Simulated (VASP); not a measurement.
Data:

```
ZnS
1.0
    3.76203     0.00000     0.00000
   -1.88102     3.25802     0.00000
    0.00000     0.00000     6.16624
Zn S
2 2
Cartesian
  0.00000   2.17201   0.00086
  1.88102   1.08600   3.08398
  0.00000   2.17201   2.31148
  1.88102   1.08600   5.39460
```

Method: PBE GGA, VASP's PBE PAW potentials (set 64) (plane waves; VASP 6.6.1). Numerical set-up: 300 eV cut-off, 5×5×3 Γ-centred mesh, Fermi-Dirac smearing of 0.050 eV, potentials Zn S.

Give the energies of bands 8 to 21 at the high-symmetry points, in eV from the valence-band maximum.

```csv
band,Γ,M,K,A,L,H
8,-6.01,-6.10,-6.06,-6.46,-6.17,-6.10
9,-6.01,-5.94,-6.00,-5.96,-5.92,-6.01
10,-5.92,-5.88,-5.98,-5.96,-5.92,-6.01
11,-5.92,-5.84,-5.74,-5.96,-5.74,-5.60
12,-5.79,-5.79,-5.74,-5.96,-5.74,-5.60
13,-5.58,-4.98,-4.47,-2.96,-5.05,-4.94
14,-0.95,-4.28,-4.47,-2.96,-5.05,-4.94
15,-0.95,-3.46,-4.09,-0.50,-1.73,-3.24
16,-0.08,-2.39,-2.46,-0.50,-1.73,-3.24
17,0.00,-1.80,-2.46,-0.50,-1.72,-1.44
18,0.00,-0.95,-2.22,-0.50,-1.72,-1.44
19,2.38,3.62,4.16,3.66,3.55,4.55
20,3.16,4.35,6.08,3.66,3.55,4.55
21,6.28,5.09,6.08,6.74,5.20,6.34
```

The gap is direct, 2.38 eV, from the valence maximum at Γ to the conduction minimum at Γ.

The structure comes from a computed database's ZnS entry; how it stands against other phases isn't given here. The cell was not relaxed at this level.
